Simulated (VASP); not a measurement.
KF (rock salt): the lattice constant a from VASP (plane waves, PAW) at several levels of theory. Static lattice.

| level | lattice constant a (Å) |
|---|---|
| LDA | 5.179 |
| PBE | 5.433 |
| PBEsol | 5.320 |
| SCAN | 5.305 |
| r2SCAN | 5.328 |
| HSE06 | 5.384 |
| HSEsol | 5.298 |
| PBE0 | 5.380 |

The cell of the LDA run:

```yaml
crystal:
  lattice:
    - [0.00000, 2.58953, 2.58953]
    - [2.58953, 0.00000, 2.58953]
    - [2.58953, 2.58953, 0.00000]
  atoms:
    - { symbol: K, position: [0.00000, 0.00000, 0.00000] }
    - { symbol: F, position: [0.50000, 0.50000, 0.50000] }
```

Only levels that ran to the end are used. Left out are those held back, those with too coarse a band path, GW runs whose mesh misses a band edge, hybrids' fits of cells that aren't cubic and levels without matching references; a question may draw on a part of the rest.

The compound is KF in the rock salt structure.
